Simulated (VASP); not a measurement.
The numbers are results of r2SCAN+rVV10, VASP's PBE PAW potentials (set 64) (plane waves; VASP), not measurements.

The input files of a VASP run:

File KPOINTS:
```
Automatic
0
Gamma
 9 9 9
0 0 0
```

**INCAR**
```
# general
SYSTEM   = GaN
PREC     = Accurate
ENCUT    = 520   # plane-wave cut-off (eV)
LREAL    = F
LASPH    = T   # aspherical one-centre terms

# electronic loop
EDIFF    = 1E-6   # SCF stop (eV)
NELM     = 100
ALGO     = Normal   # blocked Davidson
LMAXMIX  = 4   # l cut-off of mixed one-centre charges
LMIXTAU  = T

# smearing
ISMEAR   = 0   # Gaussian
SIGMA    = 0.05

# functional
METAGGA  = R2SCAN
LUSE_VDW = T
BPARAM   = 11.95
CPARAM   = 0.0093

# ions
IBRION   = 2   # conjugate gradients
NSW      = 60   # most ionic steps
ISIF     = 3
EDIFFG   = -0.01   # ionic stop

# output
LWAVE    = F
LCHARG   = F
```

File POSCAR:
```
GaN
1
    0.0000000000     2.2600000000     2.2600000000
    2.2600000000     0.0000000000     2.2600000000
    2.2600000000     2.2600000000     0.0000000000
Ga N
1 1
Direct
  0.0000000000   0.0000000000   0.0000000000
  0.2500000000   0.2500000000   0.2500000000
```

POTCAR, in this order: Ga_d N (PBE.64 set). Program: vasp_std.

**Question.** Estimate the energy per atom (σ→0), volume per atom, band gap (on the k-mesh).

**Answer.** 
```yaml
energy per atom (σ→0): -10.701 eV/atom
band gap (on the k-mesh): 2.13 eV
volume_per_atom: 11.36 Å³/atom
```

### OSZICAR
```
...
   3 F= -.21401786E+02 E0= -.21401786E+02  d E =-.353226E-02
       N       E                     dE             d eps       ncg     rms          rms(c)
DAV:   1    -0.214018912644E+02   -0.10455E-03   -0.12678E-03  1050   0.102E+00    0.598E-02
DAV:   2    -0.214018105835E+02    0.80681E-04   -0.11884E-04  1110   0.359E-01    0.275E-02
DAV:   3    -0.214017886249E+02    0.21959E-04   -0.21756E-05  1060   0.189E-01    0.753E-03
DAV:   4    -0.214017909671E+02   -0.23422E-05   -0.45543E-06   930   0.268E-02    0.242E-03
DAV:   5    -0.214017901139E+02    0.85320E-06   -0.63978E-07   460   0.157E-02
   4 F= -.21401790E+02 E0= -.21401790E+02  d E =-.353591E-02
```

The compound is GaN in the zinc blende structure, a metastable form; wurtzite is the usual one. This run relaxes it. Symmetry was kept, so distortions that lower it aren't found.
